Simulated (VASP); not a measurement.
CaSiAu, 3 atoms in the cell. Symmetry: P-6m2, No. 187, hexagonal system. The conventional cell has a = 4.237 Å, b = 4.237 Å, c = 4.231 Å, α = 90.00°, β = 90.00°, γ = 120.00°. Ca (site symmetry -6m2) is surrounded by 6 Si at 3.23 Å and 6 Au at 3.23 Å. Si (site symmetry -6m2) has 3 Au at 2.45 Å as nearest neighbours. Around Au (site symmetry -6m2) lie 3 Si at 2.45 Å. The cell comes from a database or a generator and needn't be the stable form of this composition.

```yaml
Program: VASP 6.6.1
Task: single point
Functional: r2SCAN
Potentials_or_basis: VASP PAW PBE potentials, release 64 (Ca_sv, Si, Au)
Cutoff: 520 eV
k_mesh: 12 × 12 × 10
Occupations: gaussian, width 0.1 eV
Spin: no spin polarisation
Dipole_correction: no
Further_INCAR_settings: ALGO = Normal; EDIFF = 1e-07; NBANDS = 20
```

Potentials or basis: VASP PAW PBE potentials, release 64 (Ca_sv, Si, Au).

Command:

```console
$ cat potpaw_PBE.64/Ca_sv/POTCAR potpaw_PBE.64/Si/POTCAR potpaw_PBE.64/Au/POTCAR > POTCAR
$ cp INCAR.step1 INCAR
$ mpirun -np 1 vasp_std > vasp.out
$ cp INCAR.step2 INCAR
$ mpirun -np 1 vasp_std > vasp.out
```

Hardware: 1 thread of Intel(R) Xeon(R) Platinum 8488C (Sapphire Rapids), with other jobs on the host.

Estimate the wall time of this run.

Run time: 4.1 min on 1 thread of Intel(R) Xeon(R) Platinum 8488C (Sapphire Rapids), on a shared host, peak memory 0.31 GiB. Counts: scf iterations 14, k points 114.
